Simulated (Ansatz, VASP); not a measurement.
**SnSe in two plane-wave programs**

Aim: how closely do two programs agree when they are given the same cell, functional and k mesh? The cell is generated by rule, not measured, and may not be a known phase. The cell is taken from a series of runs on this material, whose earlier steps may have relaxed, scaled, displaced or heated it; both programs get it as it stands.

Program: Ansatz 0.2.0. Level of theory: plane waves, with VASP 6.6.1 beside it; zone-centre phonons at LDA. Results are calculated unless marked as measured.

The structure was built from a prototype and need not be the compound's stable phase.

**1. Set-up**

The structure is cubic, space group F-43m (No. 216). The conventional cell has a = 6.575 Å, b = 6.575 Å, c = 6.575 Å, α = 90.00°, β = 90.00°, γ = 90.00°. Nearest to Sn lie 4 Se at 2.85 Å. Nearest to Se lie 4 Sn at 2.85 Å. Farther neighbours and most contacts between anions are not listed.

Coordinates:

```
Sn Se
1.0
     0.00000    3.28732    3.28732
     3.28732    0.00000    3.28732
     3.28732    3.28732    0.00000
Sn Se
1 1
Cartesian
  0.0000 0.0000 0.0000
  1.6437 1.6437 1.6437
```

**2. VASP: zone-centre phonons, LDA**

Second derivatives magnify differences that forces hide, and they need a tight electronic threshold.

Lines of VASP's logs that name or quote its potential files are left out, and so is its time.

Input file INCAR:

```
SYSTEM = SnSe
PREC = Accurate
ENCUT = 500
EDIFF = 1E-08
NELM = 120
ISMEAR = 0
SIGMA = 0.27211
LREAL = .FALSE.
ALGO = Normal
GGA = CA
NBANDS = 16
LORBIT = 11
LWAVE = .FALSE.
LCHARG = .FALSE.
ISIF = 2
IBRION = 8
LASPH = .TRUE.
GGA_COMPAT = .FALSE.
KPAR = 2
```

Input file POSCAR:

```
SnSe
1.0
    0.0000000000      3.2873174965      3.2873174965
    3.2873174965      0.0000000000      3.2873174965
    3.2873174965      3.2873174965      0.0000000000
Sn Se
1 1
Direct
    0.0000000000      0.0000000000      0.0000000000
    0.2500000000      0.2500000000      0.2500000000
```

Input file KPOINTS:

```
Automatic mesh
0
Gamma
8 8 8
0 0 0
```

Potentials, in the order of the species: Sn_d and Se (LDA family, release 64).

The run is started by

```sh
$ mpirun -np 2 vasp_std
```

The program printed:

```text
[banner, memory and clock lines left out]
running    2 mpi-ranks, on    1 nodes
 distrk:  each k-point on    1 cores,    2 groups
 distr:  one band on    1 cores,    1 groups

 POSCAR found type information on POSCAR SnSe
 POSCAR found :  2 types and       2 ions
 LDA part: xc-table for (Slater(with rela. corr.)+CA(PZ))
 , standard interpolation
 POSCAR, INCAR and KPOINTS ok, starting setup
 FFT: planning ... GRIDC
 FFT: planning ... GRID_SOFT
 FFT: planning ... GRID
 WAVECAR not read
 entering main loop
       N       E                     dE             d eps       ncg     rms          rms(c)
DAV:   1     0.124639879574E+03    0.12464E+03   -0.95832E+03   968   0.134E+03
DAV:   2     0.257683063941E+01   -0.12206E+03   -0.11903E+03  1016   0.331E+02
DAV:   3    -0.877317403221E+01   -0.11350E+02   -0.11285E+02  1152   0.936E+01
DAV:   4    -0.906098311645E+01   -0.28781E+00   -0.28776E+00  1128   0.173E+01
DAV:   5    -0.907183125246E+01   -0.10848E-01   -0.10848E-01  1376   0.292E+00    0.379E+00
DAV:   6    -0.879619158862E+01    0.27564E+00   -0.78276E-01  1368   0.455E+00    0.245E+00
DAV:   7    -0.878715897700E+01    0.90326E-02   -0.74857E-02  1048   0.124E+00    0.114E+00
DAV:   8    -0.878369786753E+01    0.34611E-02   -0.73998E-03  1168   0.779E-01    0.133E-01
DAV:   9    -0.878344980156E+01    0.24807E-03   -0.16132E-03  1280   0.281E-01    0.611E-02
DAV:  10    -0.878348942356E+01   -0.39622E-04   -0.13941E-04  1048   0.912E-02    0.146E-02
DAV:  11    -0.878349473447E+01   -0.53109E-05   -0.12418E-05  1200   0.294E-02    0.675E-03
DAV:  12    -0.878349483851E+01   -0.10404E-06   -0.17669E-06  1208   0.192E-02    0.149E-03
DAV:  13    -0.878349490738E+01   -0.68871E-07   -0.20238E-07  1176   0.284E-03    0.959E-04
DAV:  14    -0.878349490106E+01    0.63178E-08   -0.56532E-08  1112   0.195E-03
   1 F= -.87834949E+01 E0= -.87735165E+01  d E =-.199568E-01
 Linear response reoptimize wavefunctions to high precision
DAV:   1    -0.878349490150E+01   -0.43656E-09   -0.34674E-09  1088   0.369E-04
DAV:   2    -0.878349490155E+01   -0.55024E-10   -0.54793E-11   560   0.794E-05
 Linear response DOF=           2
 Linear response progress:
  Degree of freedom:   1/  2
       N       E                     dE             d eps       ncg     rms          rms(c)
RMM:   1    -0.217987208028E+00   -0.21799E+00    0.38310E-01  3632   0.111E+01
RMM:   2    -0.223541323428E+00   -0.55541E-02   -0.15137E-02  5465   0.976E-01    0.532E-02
RMM:   3    -0.223547566135E+00   -0.62427E-05   -0.12537E-03  5879   0.273E-01    0.222E-02
RMM:   4    -0.223400767543E+00    0.14680E-03   -0.12692E-04  5968   0.783E-02    0.107E-02
RMM:   5    -0.223376942154E+00    0.23825E-04   -0.32256E-05  6083   0.240E-02    0.547E-03
RMM:   6    -0.223366288436E+00    0.10654E-04   -0.10730E-05  5956   0.825E-03    0.121E-03
RMM:   7    -0.223369516593E+00   -0.32282E-05   -0.44395E-06  6204   0.284E-03    0.506E-04
RMM:   8    -0.223369032259E+00    0.48433E-06   -0.25549E-06  6061   0.108E-03    0.318E-05
RMM:   9    -0.223368803263E+00    0.22900E-06   -0.13125E-06  6247   0.395E-04    0.166E-05
RMM:  10    -0.223368939620E+00   -0.13636E-06   -0.89074E-07  6488   0.155E-04    0.379E-06
RMM:  11    -0.223368871866E+00    0.67754E-07   -0.31848E-07  6353   0.665E-05    0.244E-06
RMM:  12    -0.223368855913E+00    0.15953E-07   -0.27384E-07  6479   0.326E-05    0.170E-06
RMM:  13    -0.223368817895E+00    0.38018E-07   -0.74297E-08  6137   0.181E-05    0.657E-07
RMM:  14    -0.223368817975E+00   -0.79641E-10   -0.89832E-08  5008   0.110E-05    0.200E-07
 first order change of Fermi-energy  -0.41924E-05
 force on displaced ion       1 direction 1 :  -2.603   0.000   0.000
 Linear response progress:
  Degree of freedom:   2/  2
       N       E                     dE             d eps       ncg     rms          rms(c)
RMM:   1    -0.875537009210E-01   -0.87554E-01    0.79099E-02  6467   0.138E+00
RMM:   2    -0.858151042305E-01    0.17386E-02   -0.22866E-03  5142   0.265E-01    0.579E-02
RMM:   3    -0.859778541638E-01   -0.16275E-03   -0.14740E-04  5872   0.812E-02    0.274E-02
RMM:   4    -0.861749504044E-01   -0.19710E-03   -0.32596E-05  5740   0.418E-02    0.584E-03
RMM:   5    -0.861807920784E-01   -0.58417E-05    0.65458E-07  5966   0.120E-02    0.301E-03
RMM:   6    -0.861743890452E-01    0.64030E-05   -0.12995E-07  5965   0.299E-03    0.165E-03
RMM:   7    -0.861729675813E-01    0.14215E-05   -0.97670E-08  6013   0.900E-04    0.297E-04
RMM:   8    -0.861725519034E-01    0.41568E-06    0.15946E-09  6026   0.267E-04    0.800E-05
RMM:   9    -0.861723501735E-01    0.20173E-06    0.12321E-07  6121   0.944E-05    0.195E-05
RMM:  10    -0.861722826691E-01    0.67504E-07   -0.81281E-08  6381   0.301E-05    0.414E-06
RMM:  11    -0.861723291449E-01   -0.46476E-07   -0.11182E-07  6014   0.125E-05    0.224E-06
RMM:  12    -0.861723286925E-01    0.45245E-09    0.14251E-08  5675   0.559E-06    0.501E-07
 first order change of Fermi-energy   0.10315E-03
 force on displaced ion       2 direction 1 :  -2.628   0.000   0.000
 Linear response finished
```

Parts of OUTCAR (step 2):

```text
ion  position               nearest neighbor table
   1  0.000  0.000  0.000-   2 2.85   2 2.85   2 2.85   2 2.85
   2  0.250  0.250  0.250-   1 2.85   1 2.85   1 2.85   1 2.85

  LATTYP: Found a face centered cubic cell.
 ALAT       =     6.5746349930

 Subroutine GETGRP returns: Found 24 space group operations
 (whereof 24 operations were pure point group operations)

The static configuration has the point symmetry T_d .

 Found     29 irreducible k-points:

   k-points           NKPTS =     29   k-points in BZ     NKDIM =     29   number of bands    NBANDS=     16

   dimension x,y,z NGX =    36 NGY =   36 NGZ =   36
   dimension x,y,z NGXF=    72 NGYF=   72 NGZF=   72

   ENCUT  =  500.0 eV  36.75 Ry    6.06 a.u.   8.48  8.48  8.48*2*pi/ulx,y,z

   NELECT =      20.0000    total number of electrons

 k-points in reciprocal lattice and weights: Automatic mesh
   0.00000000  0.00000000  0.00000000       0.002
   0.12500000  0.00000000  0.00000000       0.016
   0.25000000  0.00000000  0.00000000       0.016
   0.37500000  0.00000000  0.00000000       0.016
   0.50000000  0.00000000  0.00000000       0.008
   0.12500000  0.12500000  0.00000000       0.012
   0.25000000  0.12500000  0.00000000       0.047
   0.37500000  0.12500000  0.00000000       0.047
   0.50000000  0.12500000  0.00000000       0.047
[...]
-0.37500000  0.50000000  0.12500000       0.023
  -0.25000000  0.50000000  0.25000000       0.012

 average (electrostatic) potential at core
       1-103.6623       2 -61.2255

  Total        0.0498175      0.0498175      0.0498175     -0.0000000      0.0000000     -0.0000000
  in kB        1.1234090      1.1234090      1.1234090     -0.0000000      0.0000000     -0.0000000
  external PRESSURE =       1.1234090 kB  Pullay stress =       0.0000000 kB

  energy-cutoff  :      500.00
  volume of cell :       71.05
      direct lattice vectors                 reciprocal lattice vectors
     0.000000000  3.287317497  3.287317497    -0.152099698  0.152099698  0.152099698
     3.287317497  0.000000000  3.287317497     0.152099698 -0.152099698  0.152099698
     3.287317497  3.287317497  0.000000000     0.152099698  0.152099698 -0.152099698

 POSITION                                       TOTAL-FORCE (eV/Angst)
 -----------------------------------------------------------------------------------
      0.00000      0.00000      0.00000        -0.000000     -0.000000     -0.000000
      1.64366      1.64366      1.64366         0.000000      0.000000      0.000000
 -----------------------------------------------------------------------------------
    total drift:                               -0.000000     -0.000000     -0.000000

 Eigenvectors and eigenvalues of the dynamical matrix
 ----------------------------------------------------

   1 f  =    3.673149 THz    23.079074 2PiTHz  122.523050 cm-1    15.190915 meV
             X         Y         Z           dx          dy          dz
      0.000000  0.000000  0.000000    -0.630215   -0.000000    0.000000
      1.643659  1.643659  1.643659     0.776421   -0.000000    0.000000

   2 f  =    3.673149 THz    23.079074 2PiTHz  122.523050 cm-1    15.190915 meV
             X         Y         Z           dx          dy          dz
      0.000000  0.000000  0.000000     0.000000    0.630215   -0.000000
      1.643659  1.643659  1.643659    -0.000000   -0.776421   -0.000000

   3 f  =    3.673149 THz    23.079074 2PiTHz  122.523050 cm-1    15.190915 meV
             X         Y         Z           dx          dy          dz
      0.000000  0.000000  0.000000     0.000000    0.000000   -0.630215
      1.643659  1.643659  1.643659     0.000000    0.000000    0.776421

   4 f/i=    0.008566 THz     0.053820 2PiTHz    0.285720 cm-1     0.035425 meV
             X         Y         Z           dx          dy          dz
      0.000000  0.000000  0.000000    -0.150057    0.749421    0.136677
      1.643659  1.643659  1.643659    -0.121800    0.608299    0.110939

   5 f/i=    0.008566 THz     0.053820 2PiTHz    0.285720 cm-1     0.035425 meV
             X         Y         Z           dx          dy          dz
      0.000000  0.000000  0.000000     0.664680    0.196862   -0.349680
      1.643659  1.643659  1.643659     0.539515    0.159791   -0.283832

   6 f/i=    0.008566 THz     0.053820 2PiTHz    0.285720 cm-1     0.035425 meV
             X         Y         Z           dx          dy          dz
      0.000000  0.000000  0.000000    -0.372174    0.049425   -0.679613
      1.643659  1.643659  1.643659    -0.302091    0.040118   -0.551636

 ELASTIC MODULI CONTR FROM IONIC RELAXATION (kBar)
 Direction    XX          YY          ZZ          XY          YZ          ZX
 --------------------------------------------------------------------------------
 XX          -0.0000      0.0000     -0.0000     -0.0000     -0.0000      0.0000
 YY           0.0000     -0.0000      0.0000     -0.0000     -0.0000     -0.0000
 ZZ          -0.0000      0.0000     -0.0000     -0.0000     -0.0000      0.0000
 XY          -0.0000     -0.0000     -0.0000   -196.7282      0.0000      0.0000
 YZ          -0.0000     -0.0000     -0.0000      0.0000   -196.7282      0.0000
 ZX           0.0000     -0.0000      0.0000      0.0000      0.0000   -196.7282
 --------------------------------------------------------------------------------
```

[end of part 1 of 2]

[Lines on the potential files, build, host, timing and source positions are cut from VASP's logs without a mark.]

[Logs are printed without paths, hosts, clocks, repeated set-up lines and the standing remarks that a program may print on its own settings, such as how far it seeks lower states.]

[Hosts, paths, dates, database ids (printed as entryN), source tags and the programs' standing remarks are cut or masked in the printed files.]
